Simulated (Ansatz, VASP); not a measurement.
# Cross-check of Hf (Hafnium) between VASP and Ansatz, part 2 of 2

Aim: how closely do two programs agree when they are given the same cell, functional and k mesh? The structure shown comes from an earlier Ansatz run, which isn't shown and may have moved the atoms alone.

VASP 6.6.1 and Ansatz 0.2.0.

So far: Starting point; Ansatz: elastic constants, LDA.

**3. VASP: elastic constants, LDA**

Level of this step: LDA; plane waves and PAW (Hf_pv) (VASP).

The same cell, functional (in two slightly different forms), mesh and smearing now go to VASP, with its own data sets.

Lines of VASP's logs that name or quote its potential files are left out, and so is its time.

INCAR

```
SYSTEM = Hf
PREC = Accurate
ENCUT = 500
EDIFF = 1E-08
NELM = 120
ISMEAR = 0
SIGMA = 0.1
LREAL = .FALSE.
ALGO = Normal
GGA = CA
NBANDS = 16
LASPH = .TRUE.
LORBIT = 11
LWAVE = .FALSE.
LCHARG = .FALSE.
ISIF = 3
IBRION = 6
NFREE = 2
POTIM = 0.015
NSW = 1
GGA_COMPAT = .FALSE.
KPAR = 2
```

POSCAR

```
Hf
1.0
    3.1170816587      0.0000000000      0.0000000000
   -1.5585408294      2.6994719021      0.0000000000
    0.0000000000      0.0000000000      4.9496494738
Hf
2
Direct
    0.3333333333      0.6666666667      0.2500000000
    0.6666666667      0.3333333333      0.7500000000
```

KPOINTS

```
Automatic mesh
0
Gamma
12 12 8
0 0 0
```

Potentials, in the order of the species: Hf_pv (LDA family, release 64).

On the command line:

```
> mpirun -np 2 vasp_std
```

Numbers of over 12 decimals in the logs are rounded to 6 here.

The program printed:

```text
[banner, memory and clock lines left out]
running    2 mpi-ranks, on    1 nodes
 distrk:  each k-point on    1 cores,    2 groups
 distr:  one band on    1 cores,    1 groups

 POSCAR found type information on POSCAR Hf
 POSCAR found :  1 types and       2 ions
 LDA part: xc-table for (Slater(with rela. corr.)+CA(PZ))
 , standard interpolation
 POSCAR, INCAR and KPOINTS ok, starting setup
 FFT: planning ... GRIDC
 FFT: planning ... GRID_SOFT
 FFT: planning ... GRID
 WAVECAR not read
 entering main loop
       N       E                     dE             d eps       ncg     rms          rms(c)
DAV:   1     0.458148174633E+02    0.45815E+02   -0.11524E+04  3048   0.117E+03
DAV:   2    -0.206055045411E+02   -0.66420E+02   -0.65031E+02  4064   0.249E+02
DAV:   3    -0.220842840221E+02   -0.14788E+01   -0.14722E+01  4000   0.259E+01
DAV:   4    -0.220944965040E+02   -0.10212E-01   -0.10209E-01  3736   0.261E+00
DAV:   5    -0.220946158435E+02   -0.11934E-03   -0.11933E-03  3976   0.233E-01    0.682E+01
DAV:   6    -0.215834144703E+02    0.51120E+00   -0.43870E-01  3624   0.441E+00    0.401E+01
DAV:   7    -0.214010080694E+02    0.18241E+00   -0.70016E-01  3712   0.535E+00    0.190E+00
DAV:   8    -0.213927057594E+02    0.83023E-02   -0.41875E-02  3472   0.144E+00    0.227E-01
DAV:   9    -0.213927871065E+02   -0.81347E-04   -0.88908E-04  4168   0.217E-01    0.170E-01
DAV:  10    -0.213927846141E+02    0.24924E-05   -0.43592E-05  3544   0.477E-02    0.199E-01
DAV:  11    -0.213927813666E+02    0.32475E-05   -0.46791E-06  4016   0.146E-02    0.122E-02
DAV:  12    -0.213927813452E+02    0.21353E-07   -0.40528E-07  3720   0.440E-03    0.708E-03
DAV:  13    -0.213927813322E+02    0.13001E-07   -0.22323E-08  2992   0.113E-03    0.123E-03
DAV:  14    -0.213927813321E+02    0.12801E-09   -0.21254E-09  2256   0.394E-04
   1 F= -.21392781E+02 E0= -.21389100E+02  d E =-.736238E-02
[... from here on, the cycles between the ionic steps are left out ...]
   2 F= -.21387650E+02 E0= -.21383986E+02  d E =-.732745E-02
   3 F= -.21386066E+02 E0= -.21382202E+02  d E =-.772699E-02
   9 F= -.21390957E+02 E0= -.21387251E+02  d E =-.741185E-02
  10 F= -.21391426E+02 E0= -.21387651E+02  d E =-.755063E-02
  11 F= -.21391426E+02 E0= -.21387651E+02  d E =-.755063E-02
  12 F= -.21391422E+02 E0= -.21387644E+02  d E =-.755602E-02
  13 F= -.21391422E+02 E0= -.21387644E+02  d E =-.755603E-02
  14 F= -.21392577E+02 E0= -.21388874E+02  d E =-.740523E-02
  15 F= -.21392577E+02 E0= -.21388874E+02  d E =-.740523E-02
  16 F= -.21392340E+02 E0= -.21388626E+02  d E =-.742759E-02
 Finite differences progress:
  Degree of freedom:   8/  8
  Displacement:        1/  2
  Total:              15/ 16
 bond charge predicted
       N       E                     dE             d eps       ncg     rms          rms(c)
DAV:   1    -0.213826082313E+02    0.97315E-02   -0.25527E+00  4192   0.132E+01    0.900E-01
DAV:   2    -0.213924373629E+02   -0.98291E-02   -0.11419E-01  4816   0.250E+00    0.225E-01
DAV:   3    -0.213923902410E+02    0.47122E-04   -0.94055E-04  5592   0.249E-01    0.950E-02
DAV:   4    -0.213923436896E+02    0.46551E-04   -0.87645E-05  4840   0.779E-02    0.223E-02
DAV:   5    -0.213923400778E+02    0.36118E-05   -0.85524E-06  5192   0.238E-02    0.579E-03
DAV:   6    -0.213923398681E+02    0.20977E-06   -0.65365E-07  5344   0.632E-03    0.200E-03
DAV:   7    -0.213923397575E+02    0.11059E-06   -0.22616E-07  4784   0.394E-03    0.643E-04
DAV:   8    -0.213923397560E+02    0.15330E-08   -0.12937E-08  3264   0.954E-04
  17 F= -.21392340E+02 E0= -.21388626E+02  d E =-.742760E-02
 Finite differences progress:
  Degree of freedom:   8/  8
  Displacement:        2/  2
  Total:              16/ 16
```

Parts of OUTCAR (step 3):

```text
ion  position               nearest neighbor table
   1  0.333  0.667  0.250-   2 3.06   2 3.06   2 3.06   2 3.06   2 3.06   2 3.06
   2  0.667  0.333  0.750-   1 3.06   1 3.06   1 3.06   1 3.06   1 3.06   1 3.06

  LATTYP: Found a hexagonal cell.
 ALAT       =     3.1170816587
 C/A-ratio  =     1.5879113914

 Subroutine GETGRP returns: Found 24 space group operations
 (whereof 12 operations were pure point group operations)

The static configuration has the point symmetry D_3d.
 The point group associated with its full space group is D_6h.

 Found     95 irreducible k-points:

   k-points           NKPTS =     95   k-points in BZ     NKDIM =     95   number of bands    NBANDS=     16

   dimension x,y,z NGX =    24 NGY =   24 NGZ =   36
   dimension x,y,z NGXF=    48 NGYF=   48 NGZF=   72

   ENCUT  =  500.0 eV  36.75 Ry    6.06 a.u.   5.68  5.68  9.02*2*pi/ulx,y,z

   NELECT =      20.0000    total number of electrons

 k-points in reciprocal lattice and weights: Automatic mesh
   0.00000000  0.00000000  0.00000000       0.001
   0.08333333  0.00000000  0.00000000       0.005
   0.16666667  0.00000000  0.00000000       0.005
   0.25000000  0.00000000  0.00000000       0.005
   0.33333333  0.00000000  0.00000000       0.005
   0.41666667  0.00000000  0.00000000       0.005
   0.50000000  0.00000000  0.00000000       0.003
   0.08333333  0.08333333  0.00000000       0.005
   0.16666667  0.08333333  0.00000000       0.010
[...]
0.33333333  0.25000000  0.50000000       0.010
   0.33333333  0.33333333  0.50000000       0.002

 average (electrostatic) potential at core
       1 -36.9396       2 -36.9396

 E-fermi :   5.3219

 k-point     1 :       0.0000    0.0000    0.0000
  band No.  band energies     occupation
    ...
      4     -24.4839      2.00000
      5     -24.4828      2.00000
      6     -24.4828      2.00000
      7      -2.2443      2.00000
      8       1.3656      2.00000
      9       6.3468      0.00000
     10       6.4359      0.00000
     11       6.4359      0.00000
     12       6.7056      0.00000
     13       7.3176      0.00000
    ...

 k-point     2 :       0.0833    0.0000    0.0000
  band No.  band energies     occupation
    ...
      4     -24.5366      2.00000
      5     -24.4942      2.00000
      6     -24.4895      2.00000
      7      -2.0133      2.00000
      8       1.5924      2.00000
      9       5.8863      0.00000
     10       6.0035      0.00000
     11       6.6533      0.00000
     12       7.0363      0.00000
     13       7.1564      0.00000
    ...

 k-point     3 :       0.1667    0.0000    0.0000
  band No.  band energies     occupation
    ...
      6     -24.5091      2.00000
      7      -1.3598      2.00000
      8       2.1884      2.00000
      9       5.1322      1.99271
     10       5.1916      1.93464
     11       6.5046      0.00000
     12       7.2874      0.00000
     13       7.2889      0.00000
     14       7.3345      0.00000
     15       7.7275      0.00000
    ...

  Total        0.0396000      0.0396000     -0.0001596     -0.0000000      0.0000000      0.0000000
  in kB        1.5233678      1.5233678     -0.0061409     -0.0000000      0.0000000      0.0000000
  external PRESSURE =       1.0135316 kB  Pullay stress =       0.0000000 kB

  energy-cutoff  :      500.00
  volume of cell :       41.65
      direct lattice vectors                 reciprocal lattice vectors
     3.117081659  0.000000000  0.000000000     0.320812898  0.185221413  0.000000000
    -1.558540829  2.699471902  0.000000000     0.000000000  0.370442826  0.000000000
     0.000000000  0.000000000  4.949649474     0.000000000  0.000000000  0.202034509

 POSITION                                       TOTAL-FORCE (eV/Angst)
 -----------------------------------------------------------------------------------
     -0.00000      1.79965      1.22241         0.000000     -0.000000      0.058525
      1.55854      0.89982      3.71224        -0.000000      0.000000     -0.058525
 -----------------------------------------------------------------------------------
    total drift:                               -0.000000      0.000000     -0.000950

  FREE ENERGIE OF THE ION-ELECTRON SYSTEM (eV)
  ---------------------------------------------------
  free  energy   TOTEN  =       -21.3923397560 eV

  energy  without entropy=      -21.3849121579  energy(sigma->0) =      -21.38862596

  SYMMETRIZED ELASTIC MODULI (kBar)
 Direction    XX          YY          ZZ          XY          YZ          ZX
 --------------------------------------------------------------------------------
 XX        2025.8471    776.2384    805.4337     -0.0000      0.0000      0.0000
 YY         776.2384   2025.8471    805.4337     -0.0000     -0.0000      0.0000
 ZZ         805.4337    805.4337   2127.2188     -0.0000      0.0000      0.0000
 XY          -0.0000     -0.0000     -0.0000    624.8043     -0.0000     -0.0000
 YZ           0.0000      0.0000      0.0000      0.0000    462.3246     -0.0000
 ZX           0.0000      0.0000      0.0000      0.0000     -0.0000    462.3246
 --------------------------------------------------------------------------------

 Eigenvectors and eigenvalues of the dynamical matrix
 ----------------------------------------------------

   1 f  =    3.269066 THz    20.540150 2PiTHz  109.044318 cm-1    13.519766 meV
             X         Y         Z           dx          dy          dz
     -0.000000  1.799648  1.237412    -0.000000    0.000000    0.707107
      1.558541  0.899824  3.712237     0.000000    0.000000   -0.707107

   2 f  =    2.238986 THz    14.067962 2PiTHz   74.684521 cm-1     9.259696 meV
             X         Y         Z           dx          dy          dz
     -0.000000  1.799648  1.237412     0.523045   -0.475840    0.000000
      1.558541  0.899824  3.712237    -0.523045    0.475840    0.000000

   3 f  =    2.238986 THz    14.067962 2PiTHz   74.684521 cm-1     9.259696 meV
             X         Y         Z           dx          dy          dz
     -0.000000  1.799648  1.237412     0.475840    0.523045    0.000000
      1.558541  0.899824  3.712237    -0.475840   -0.523045    0.000000

   4 f  =    0.000000 THz     0.000000 2PiTHz    0.000001 cm-1     0.000000 meV
             X         Y         Z           dx          dy          dz
     -0.000000  1.799648  1.237412     0.093597    0.700885   -0.000000
      1.558541  0.899824  3.712237     0.093597    0.700885    0.000000

   5 f  =    0.000000 THz     0.000000 2PiTHz    0.000000 cm-1     0.000000 meV
             X         Y         Z           dx          dy          dz
     -0.000000  1.799648  1.237412    -0.000000    0.000000    0.707107
      1.558541  0.899824  3.712237     0.000000    0.000000    0.707107

   6 f/i=    0.000000 THz     0.000000 2PiTHz    0.000000 cm-1     0.000000 meV
             X         Y         Z           dx          dy          dz
     -0.000000  1.799648  1.237412     0.700885   -0.093597   -0.000000
      1.558541  0.899824  3.712237     0.700885   -0.093597    0.000000

 ELASTIC MODULI CONTR FROM IONIC RELAXATION (kBar)
 Direction    XX          YY          ZZ          XY          YZ          ZX
 --------------------------------------------------------------------------------
 XX        -136.0934    136.0934      0.0000      0.0000     -0.0000      0.0000
 YY         136.0934   -136.0934     -0.0000      0.0000      0.0000     -0.0000
 ZZ           0.0000     -0.0000     -0.0000      0.0000      0.0000     -0.0000
 XY           0.0000      0.0000      0.0000   -136.0934     -0.0000      0.0000
 YZ          -0.0000      0.0000      0.0000     -0.0000     -0.0000      0.0000
 ZX           0.0000     -0.0000     -0.0000      0.0000      0.0000     -0.0000
 --------------------------------------------------------------------------------

 TOTAL ELASTIC MODULI (kBar)
 Direction    XX          YY          ZZ          XY          YZ          ZX
 --------------------------------------------------------------------------------
 XX        1889.7537    912.3318    805.4337     -0.0000      0.0000      0.0000
 YY         912.3318   1889.7537    805.4337     -0.0000     -0.0000     -0.0000
 ZZ         805.4337    805.4337   2127.2188     -0.0000      0.0000     -0.0000
 XY          -0.0000     -0.0000     -0.0000    488.7110     -0.0000     -0.0000
 YZ           0.0000      0.0000      0.0000     -0.0000    462.3246     -0.0000
 ZX           0.0000     -0.0000     -0.0000      0.0000     -0.0000    462.3246
 --------------------------------------------------------------------------------

 total charge
# of ion       s       p       d       tot
------------------------------------------
    1        0.414   6.407   1.674   8.495
    2        0.414   6.407   1.674   8.495
--------------------------------------------------
tot          0.827  12.815   3.349  16.991

[... 3 further parts left out ...]
```

CONTCAR:

```
Hf
   1.00000000000000
     3.1170816587000001    0.0000000000000000    0.0000000000000000
    -1.5585408294000000    2.6994719021000000    0.0000000000000000
     0.0000000000000000    0.0000000000000000    4.9496494738000001
  Hf
     2
Direct
     0.3333333332999970    0.6666666667000029    0.2469694823685193
     0.6666666667000030    0.3333333332999970    0.7500000000000000
```

Levels, forces or a CONTCAR printed for this step are those of its last displaced cell, not of the structure at rest.

**4. Side by side**

Known differences besides the potentials themselves: the two LDA forms differ slightly; the data sets hold 52 valence electrons in Ansatz (on its default PAW (the set named soft_2) files) and 20 in VASP; the cutoff is 290 eV in Ansatz and 500 eV in VASP; VASP's log shows a relativistic correction to its local exchange, Ansatz's none; VASP takes each elastic constant from one size of strain, Ansatz from those that its log lists; Ansatz's log warns that its cutoff lies below the recommended one. Total energies have different zeros and are not compared.

Compared:

```tsv
quantity	Ansatz	VASP	difference
C11 (GPa)	180.5	189.0	-4.47 %
C22 (GPa)	180.5	189.0	-4.47 %
C33 (GPa)	211.5	212.7	-0.56 %
C12 (GPa)	91.5	91.2	+0.35 %
C13 (GPa)	82.6	80.5	+2.56 %
C23 (GPa)	82.6	80.5	+2.56 %
C44 (GPa)	48.2	46.2	+4.28 %
C55 (GPa)	48.2	46.2	+4.28 %
C66 (GPa)	44.5	48.9	-8.96 %
```

**5. Summary of results**

| Item | Value |
| --- | --- |
| difference in C66 (elastic constants, LDA) | -9.0 % |

**Reading.** The difference in C66 is -9.0 % (elastic constants, LDA), beyond the 5 % picked in this series as the mark of a large difference. The data sets hold unlike numbers of valence electrons (52 in Ansatz and 20 in VASP), so part of the differences comes from the potentials. How closely two codes agree says nothing of how well the functional describes the real material.

[Lines on the potential files, build, host, timing and source positions are cut from VASP's logs without a mark.]

[Logs are printed without paths, hosts, clocks, repeated set-up lines and the standing remarks that a program may print on its own settings, such as how far it seeks lower states.]

[Hosts, paths, dates, database ids (printed as entryN), source tags and the programs' standing remarks are cut or masked in the printed files.]
